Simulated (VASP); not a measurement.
All values below come from PBE GGA, VASP's PBE PAW potentials (set 64) (plane waves; VASP 6.6.1).

A VASP calculation is set up with these files.

### INCAR
```
SYSTEM = ZnS
PREC = Accurate
ENCUT = 520
EDIFF = 1E-7
NELM = 100
ALGO = Normal
LREAL = .FALSE.
LASPH = .TRUE.
ISMEAR = -5
GGA = PE
LMAXMIX = 4
LWAVE = .FALSE.
LCHARG = .TRUE.
LORBIT = 11
NEDOS = 601
ISIF = 2
```

### KPOINTS
```
Automatic mesh
0
Gamma
8 8 4
0 0 0
```

### POSCAR
```
ZnS
1
    1.9247304936    -3.3337309623     0.0000000000
    1.9247304936     3.3337309623     0.0000000000
    0.0000000000     0.0000000000     6.3053713511
Zn S
2 2
Direct
  0.6666670000   0.3333330000   0.5001174349
  0.3333330000   0.6666670000   0.0001174349
  0.6666670000   0.3333330000   0.8748825651
  0.3333330000   0.6666670000   0.3748825651
```

POTCAR, in this order: Zn S (PBE.64 set). Program: vasp_std.

What VASP printed:

File OSZICAR:
```
       N       E                     dE             d eps       ncg     rms          rms(c)
DAV:   1     0.231039596068E+03    0.23104E+03   -0.17466E+04  1320   0.194E+03
DAV:   2     0.755516119063E+01   -0.22348E+03   -0.21876E+03  1418   0.376E+02
DAV:   3    -0.140501174552E+02   -0.21605E+02   -0.21518E+02  1572   0.117E+02
DAV:   4    -0.145390821707E+02   -0.48896E+00   -0.48847E+00  1524   0.184E+01
DAV:   5    -0.145483346741E+02   -0.92525E-02   -0.92512E-02  1602   0.248E+00    0.959E+00
DAV:   6    -0.136762346109E+02    0.87210E+00   -0.20214E+00  2070   0.429E+01    0.747E+00
DAV:   7    -0.137098238950E+02   -0.33589E-01   -0.19266E+00  1452   0.799E+00    0.328E+00
DAV:   8    -0.136924495159E+02    0.17374E-01   -0.12495E-01  1772   0.486E+00    0.109E+00
DAV:   9    -0.136931841494E+02   -0.73463E-03   -0.19623E-02  1834   0.271E+00    0.274E-01
DAV:  10    -0.136933598102E+02   -0.17566E-03   -0.15495E-03  1488   0.425E-01    0.174E-01
DAV:  11    -0.136935932804E+02   -0.23347E-03   -0.27026E-04  1536   0.110E-01    0.588E-02
DAV:  12    -0.136936105654E+02   -0.17285E-04   -0.26491E-05  1742   0.576E-02    0.160E-02
DAV:  13    -0.136936126157E+02   -0.20503E-05   -0.42093E-06  1596   0.213E-02    0.709E-03
DAV:  14    -0.136936129134E+02   -0.29768E-06   -0.10322E-06  1524   0.130E-02    0.262E-03
DAV:  15    -0.136936128472E+02    0.66217E-07   -0.17720E-07  1140   0.285E-03
   1 F= -.13693613E+02 E0= -.13693613E+02  d E =0.000000E+00
```

**OUTCAR**
```
------------------------ aborting loop because EDIFF is reached ----------------------------------------
  FORCE on cell =-STRESS in cart. coord.  units (eV):
  Direction    XX          YY          ZZ          XY          YZ          ZX
  --------------------------------------------------------------------------------------
  Total       -0.0168842     -0.0168842      0.0352011      0.0000000      0.0000000      0.0000000
  in kB       -0.3343105     -0.3343105      0.6969894      0.0000000      0.0000000      0.0000000
  external PRESSURE =       0.0094562 kB  Pullay stress =       0.0000000 kB
  volume of cell :       80.92
      direct lattice vectors                 reciprocal lattice vectors
     1.924730494 -3.333730962  0.000000000     0.259776629 -0.149982109  0.000000000
     1.924730494  3.333730962  0.000000000     0.259776629  0.149982109  0.000000000
     0.000000000  0.000000000  6.305371351     0.000000000  0.000000000  0.158594941
  FREE ENERGIE OF THE ION-ELECTRON SYSTEM (eV)
  ---------------------------------------------------
  free  energy   TOTEN  =       -13.6936128472 eV

  energy  without entropy=      -13.6936128472  energy(sigma->0) =      -13.69361285

 total charge

# of ion       s       p       d       tot
------------------------------------------
    1        0.512   0.454   9.798  10.764
    2        0.512   0.454   9.798  10.764
    3        1.316   2.426   0.000   3.742
    4        1.316   2.426   0.000   3.742
--------------------------------------------------
tot          3.654   5.761  19.596  29.011
```
(Selected blocks of OUTCAR.)

**OUTCAR**
```
 val. band max:        1.8919690769   @ k =   0.0000   0.0000   0.0000

 cond. band min:       3.9671488771   @ k =   0.0000   0.0000   0.0000


 Fermi energy:         1.9149572371

 k-point     1 :       0.0000    0.0000    0.0000
  band No.  band energies     occupation
      1     -11.0990      2.00000
      2     -10.2119      2.00000
      3      -4.3529      2.00000
      4      -4.3421      2.00000
      5      -4.3421      2.00000
      6      -4.2645      2.00000
      7      -4.2645      2.00000
      8      -3.9265      2.00000
      9      -3.9265      2.00000
     10      -3.8543      2.00000
     11      -3.8543      2.00000
     12      -3.7018      2.00000
     13      -3.2543      2.00000
     14       1.0380      2.00000
     15       1.0380      2.00000
     16       1.8237      2.00000
     17       1.8920      2.00000
     18       1.8920      2.00000
     19       3.9671      0.00000
     20       4.9325      0.00000
     21       8.2179      0.00000
     22       8.2179      0.00000

 k-point     2 :       0.1250   -0.0000    0.0000
  band No.  band energies     occupation
      1     -10.9993      2.00000
      2     -10.1570      2.00000
      3      -4.3505      2.00000
      4      -4.3296      2.00000
      5      -4.3227      2.00000
      6      -4.2524      2.00000
      7      -4.2362      2.00000
      8      -3.9392      2.00000
      9      -3.9270      2.00000
     10      -3.8986      2.00000
     11      -3.8499      2.00000
     12      -3.6689      2.00000
     13      -3.1103      2.00000
     14       0.2879      2.00000
     15       0.8102      2.00000
     16       1.0320      2.00000
     17       1.6936      2.00000
     18       1.7672      2.00000
     19       4.7475      0.00000
     20       5.6031      0.00000
     21       7.8019      0.00000
     22       8.5000      0.00000

 k-point     3 :       0.2500   -0.0000    0.0000
  band No.  band energies     occupation
      1     -10.7325      2.00000
...
```

The compound is ZnS in the wurtzite structure, the high-temperature form. It was relaxed first.
